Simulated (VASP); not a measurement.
Computed with revPBE GGA, VASP's PBE PAW potentials (set 64) (plane waves; VASP).

The input files of a VASP run:

**INCAR**
```
IBRION  =  2   ! conjugate gradients
ENCUT  =  520   ! plane-wave cut-off (eV)
LASPH  =  .TRUE.   ! aspherical one-centre terms
PREC  =  Accurate
NSW  =  60   ! most ionic steps
LMAXMIX  =  4
SIGMA  =  0.1   ! width (eV)
EDIFF  =  1E-6   ! SCF stop (eV)
NELM  =  100   ! most electronic steps
GGA  =  RE   ! revPBE
LREAL  =  .FALSE.
ALGO  =  Normal   ! blocked Davidson
LWAVE  =  .FALSE.
SYSTEM  =  Rb
ISMEAR  =  1
EDIFFG  =  -0.01   ! ionic stop
ISIF  =  3   ! ions, shape and volume
LCHARG  =  .FALSE.
```

### POSCAR
```
Rb
1
   -2.8250000000     2.8250000000     2.8250000000
    2.8250000000    -2.8250000000     2.8250000000
    2.8250000000     2.8250000000    -2.8250000000
Rb
1
Direct
  0.0000000000   0.0000000000   0.0000000000
```

**KPOINTS**
```
K-points
0
Gamma
 8 8 8
0 0 0
```

POTCAR, in this order: Rb_sv (PBE.64 set). Program: vasp_std.

The resulting files:

### OUTCAR
```
 ion  position               nearest neighbor table
   1  0.000  0.000  0.000-
  LATTYP: Found a body centered cubic cell.
 ALAT       =     5.6500000000
 Subroutine PRICEL returns:
 Original cell was already a primitive cell.
 Subroutine GETGRP returns: Found 48 space group operations
The static configuration has the point symmetry O_h .
The dynamic configuration has the point symmetry O_h .
 Subroutine INISYM returns: Found 48 space group operations
 Subroutine IBZKPT returns following result:
 Found     29 irreducible k-points:

 Following reciprocal coordinates:
            Coordinates               Weight
  0.000000  0.000000  0.000000      1.000000
  0.125000  0.000000  0.000000     12.000000
  0.250000  0.000000  0.000000     12.000000
  0.375000  0.000000  0.000000     12.000000
  0.500000  0.000000  0.000000      6.000000
  0.125000  0.125000  0.000000     24.000000
  0.250000  0.125000  0.000000     48.000000
  0.375000  0.125000  0.000000     48.000000
  0.250000  0.250000  0.000000     24.000000
  0.375000  0.250000  0.000000     24.000000
...
```

### OSZICAR
```
       N       E                     dE             d eps       ncg     rms          rms(c)
DAV:   1     0.488949200326E+02    0.48895E+02   -0.33506E+03   464   0.824E+02
DAV:   2     0.153715561521E+01   -0.47358E+02   -0.47169E+02   520   0.142E+02
DAV:   3    -0.754752413458E+00   -0.22919E+01   -0.22917E+01   616   0.380E+01
DAV:   4    -0.813843229563E+00   -0.59091E-01   -0.58934E-01   776   0.501E+00
DAV:   5    -0.814362526046E+00   -0.51930E-03   -0.51925E-03   672   0.319E-01    0.140E+00
DAV:   6    -0.817253807921E+00   -0.28913E-02   -0.19549E-03   720   0.321E-01    0.841E-01
DAV:   7    -0.820047096964E+00   -0.27933E-02   -0.42965E-03   536   0.493E-01    0.437E-02
DAV:   8    -0.820282826149E+00   -0.23573E-03   -0.22321E-04   696   0.138E-01    0.160E-02
DAV:   9    -0.820294217607E+00   -0.11391E-04   -0.11907E-05   728   0.300E-02    0.434E-03
DAV:  10    -0.820293855570E+00    0.36204E-06   -0.28612E-06   712   0.115E-02
   1 F= -.82029386E+00 E0= -.81980727E+00  d E =-.820294E+00
       N       E                     dE             d eps       ncg     rms          rms(c)
DAV:   1    -0.850102375035E+00   -0.29808E-01   -0.66731E-01   464   0.613E+00    0.754E-01
DAV:   2    -0.830315557568E+00    0.19787E-01   -0.48819E-02   464   0.185E+00    0.386E-01
DAV:   3    -0.823240763324E+00    0.70748E-02   -0.36610E-02   672   0.122E+00    0.807E-02
DAV:   4    -0.823337995020E+00   -0.97232E-04   -0.94919E-04   544   0.277E-01    0.466E-02
DAV:   5    -0.823429165380E+00   -0.91170E-04   -0.52939E-05   808   0.844E-02    0.346E-02
DAV:   6    -0.823450008423E+00   -0.20843E-04   -0.61760E-05   808   0.854E-02    0.106E-02
DAV:   7    -0.823452359286E+00   -0.23509E-05   -0.89837E-07   432   0.122E-02    0.111E-03
DAV:   8    -0.823452120863E+00    0.23842E-06   -0.51551E-08   320   0.263E-03
   2 F= -.82345212E+00 E0= -.82297327E+00  d E =-.315827E-02
       N       E                     dE             d eps       ncg     rms          rms(c)
DAV:   1    -0.102710738415E+01   -0.20366E+00   -0.50446E+00   464   0.168E+01    0.206E+00
DAV:   2    -0.882158765998E+00    0.14495E+00   -0.37419E-01   512   0.501E+00    0.108E+00
DAV:   3    -0.826058027411E+00    0.56101E-01   -0.29399E-01   664   0.346E+00    0.252E-01
DAV:   4    -0.826671254066E+00   -0.61323E-03   -0.82803E-03   504   0.830E-01    0.138E-01
DAV:   5    -0.827554208900E+00   -0.88295E-03   -0.62758E-04   840   0.310E-01    0.929E-02
DAV:   6    -0.827642390681E+00   -0.88182E-04   -0.29641E-04   824   0.174E-01    0.278E-02
DAV:   7    -0.827650528196E+00   -0.81375E-05   -0.73249E-06   624   0.334E-02    0.279E-03
DAV:   8    -0.827650237141E+00    0.29105E-06   -0.73616E-08   304   0.341E-03
   3 F= -.82765024E+00 E0= -.82718519E+00  d E =-.735638E-02
       N       E                     dE             d eps       ncg     rms          rms(c)
DAV:   1    -0.831295131671E+00   -0.36446E-02   -0.89031E-02   464   0.223E+00    0.276E-01
DAV:   2    -0.828634544633E+00    0.26606E-02   -0.63994E-03   472   0.675E-01    0.140E-01
DAV:   3    -0.827707666158E+00    0.92688E-03   -0.47746E-03   664   0.438E-01    0.285E-02
DAV:   4    -0.827718785367E+00   -0.11119E-04   -0.12003E-04   544   0.991E-02    0.168E-02
DAV:   5    -0.827728186869E+00   -0.94015E-05   -0.75791E-06   800   0.316E-02    0.123E-02
DAV:   6    -0.827727729516E+00    0.45735E-06   -0.75251E-06   784   0.299E-02
   4 F= -.82772773E+00 E0= -.82726373E+00  d E =-.743387E-02
```

**OUTCAR**
```
------------------------ aborting loop because EDIFF is reached ----------------------------------------
  FORCE on cell =-STRESS in cart. coord.  units (eV):
  Direction    XX          YY          ZZ          XY          YZ          ZX
  --------------------------------------------------------------------------------------
  Total        0.0046316      0.0046316      0.0046316     -0.0000000     -0.0000000      0.0000000
  in kB        0.0748371      0.0748371      0.0748371     -0.0000000     -0.0000000      0.0000000
  external PRESSURE =       0.0748371 kB  Pullay stress =       0.0000000 kB
  volume of cell :       99.16
      direct lattice vectors                 reciprocal lattice vectors
    -2.915782204  2.915782204  2.915782204     0.000000000  0.171480572  0.171480572
     2.915782204 -2.915782204  2.915782204     0.171480572  0.000000000  0.171480572
     2.915782204  2.915782204 -2.915782204     0.171480572  0.171480572  0.000000000
 POSITION                                       TOTAL-FORCE (eV/Angst)
 -----------------------------------------------------------------------------------
      0.00000      0.00000      5.83156        -0.000000     -0.000000      0.000000
 -----------------------------------------------------------------------------------
    total drift:                                0.000000     -0.000000      0.000000
  FREE ENERGIE OF THE ION-ELECTRON SYSTEM (eV)
  ---------------------------------------------------
  free  energy   TOTEN  =        -0.8277277295 eV

  energy  without entropy=       -0.8263357376  energy(sigma->0) =       -0.82726373

 reached required accuracy - stopping structural energy minimisation
```
(Selected blocks of OUTCAR.)

**CONTCAR**
```
Rb
   1.00000000000000
    -2.9157822041110966    2.9157822041110966    2.9157822041110966
     2.9157822041110966   -2.9157822041110966    2.9157822041110966
     2.9157822041110966    2.9157822041110966   -2.9157822041110966
  Rb
     1
Direct
     1.0000000000000000    1.0000000000000000    0.0000000000000000
```

Energy and stress use the plane-wave basis of the starting cell.

The compound is Rb in the bcc structure. This run relaxes it. Symmetry was kept, so distortions that lower it aren't found.
